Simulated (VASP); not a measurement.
The system is PbSe.

```
CELL_PARAMETERS angstrom
0.00000 3.07408 3.07408
3.07408 0.00000 3.07408
3.07408 3.07408 0.00000
ATOMIC_POSITIONS crystal
Pb 0.00000 0.00000 0.00000
Se 0.50000 0.50000 0.50000
```

The cell was built by a generator and needn't be a form met in nature.

Base run:

- Program: VASP 6.6.1
- Functional: PBE
- Potentials or basis: VASP PAW PBE potentials, release 64 (Pb_d, Se)
- Cutoff: 520 eV
- k mesh: 10 × 10 × 10
- Occupations: gaussian, width 0.02 eV
- Spin: no spin polarisation

Its results: band gap on the k mesh 0.33 eV, direct; pressure 1.7 GPa.

Task: The run is repeated on the same cell with these changes: functional from PBE to r2SCAN; dispersion from none to rVV10. What comes out?

Result: Band gap on the k mesh 0.58 eV, direct; pressure 0.0 GPa.

Several settings changed at once, so the effect can't be laid on one alone.

Caveats: spin-orbit coupling is left out, which as a rule narrows the gap of such compounds by several tenths of an eV; the PAW data sets were made with another functional, which shifts forces and pressure a little (some runs).
